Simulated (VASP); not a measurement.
Data:

```yaml
crystal:
  lattice:
    - [3.14506, 0.00000, 0.00000]
    - [-1.57253, 2.72370, 0.00000]
    - [0.00000, 0.00000, 5.09755]
  atoms:
    - { symbol: Al, position: [0.00000, 0.00000, 0.99935] }
    - { symbol: Ga, position: [0.66667, 0.33333, 0.49741] }
    - { symbol: N, position: [0.66667, 0.33333, 0.11154] }
    - { symbol: N, position: [0.00000, 0.00000, 0.62809] }
```

These are r2SCAN meta-GGA, VASP's PBE PAW potentials (set 64) (plane waves; VASP) values and carry that method's errors. Settings: 520 eV cut-off, 9×9×5 Γ-centred mesh, tetrahedra with Blöchl corrections, potentials Al Ga_d N.

Problem. Tabulate the total density of states (states/eV per cell) against energy (eV; zero at the valence-band maximum or, without a gap, the Fermi level).

Solution. 
```
E (eV) | DOS (states/eV)
    -9.96 |  0.00
    -9.24 |  0.00
    -8.52 |  0.00
    -7.80 |  0.00
    -7.20 |  0.00
    -6.48 | #### 0.41
    -5.76 | ################## 1.77
    -5.04 | ################### 1.84
    -4.32 | ####### 0.70
    -3.72 | ################ 1.58
    -3.00 | #################### 2.01
    -2.28 | ####################### 2.31
    -1.56 | ############################## 2.98
    -0.84 | ################## 1.76
    -0.12 | #### 0.40
     0.60 |  0.00
     1.20 |  0.00
     1.92 |  0.00
     2.64 |  0.00
     3.36 |  0.00
     4.08 |  0.04
     4.68 | # 0.11
     5.40 | ####### 0.75
     6.12 | ######################## 2.38
     6.84 | ############## 1.43
```
Within 2 eV below the valence-band maximum the largest weight inside VASP's projection spheres is N p.

The structure comes from a computed database's AlGaN2 entry (P3m1); how it stands against other phases isn't given here. It was relaxed first.
